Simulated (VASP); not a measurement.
An input for Quantum ESPRESSO's pw.x (written as the equivalent of a VASP run, and not itself run):

```
&CONTROL
  calculation = 'scf'
  pseudo_dir = './pseudo'
  outdir = './out'
  tprnfor = .true.
  tstress = .true.
/
&SYSTEM
  ibrav = 0
  nat = 3
  ntyp = 2
  ecutwfc = 110
  occupations = 'smearing'
  smearing = 'fermi-dirac'
  degauss = 0.00735
  input_dft = 'pbesol'
/
&ELECTRONS
  conv_thr = 7.3e-08
  electron_maxstep = 100
/
ATOMIC_SPECIES
  La 138.905 La.upf
  C 12.011 C.upf
CELL_PARAMETERS angstrom
    -1.9771750    1.9771750    3.2882450
     1.9771750   -1.9771750    3.2882450
     1.9771750    1.9771750   -3.2882450
ATOMIC_POSITIONS crystal
  La   0.0096230 -0.0065960 -0.0018470
  C    0.3972890  0.4081750  0.0105550
  C    0.5930880  0.5984210 -0.0087090
K_POINTS automatic
  14 14 14 0 0 0
```

Question: Write the VASP files for the same calculation (PBEsol).

Answer: One answer among several that fit: 
POSCAR:
```
LaC2
1
   -1.9771750000     1.9771750000     3.2882450000
    1.9771750000    -1.9771750000     3.2882450000
    1.9771750000     1.9771750000    -3.2882450000
La C
1 2
Direct
  0.0096230000  -0.0065960000  -0.0018470000
  0.3972890000   0.4081750000   0.0105550000
  0.5930880000   0.5984210000  -0.0087090000
```

### INCAR
```
! general
SYSTEM  = LaC2
PREC    = Accurate
ENCUT   = 400
LREAL   = .FALSE.
LASPH   = .TRUE.

! electronic loop
EDIFF   = 1E-6
NELM    = 100
ALGO    = Normal
LMAXMIX = 6

! smearing
ISMEAR  = -1
SIGMA   = 0.1

! functional
GGA     = PS

! ions
ISIF    = 2

! output
LWAVE   = .FALSE.
LCHARG  = .FALSE.
```

File KPOINTS:
```
Automatic mesh
0
Gamma
14 14 14
0 0 0
```

POTCAR, in this order: La C (PBE.64 set). Program: vasp_std.

The two are equivalent in intent, not identical: the potentials are each code's own (VASP's PAW set, PseudoDojo norm-conserving files in pw.x), so ENCUT and ecutwfc are chosen apart and not converted; conv_thr bounds pw.x's estimated SCF error, while EDIFF bounds the energy change between steps.

The structure comes from a computed database's LaC2 entry; how it stands against other phases isn't given here. The cell was not relaxed at this level, atoms are displaced from their ideal sites.
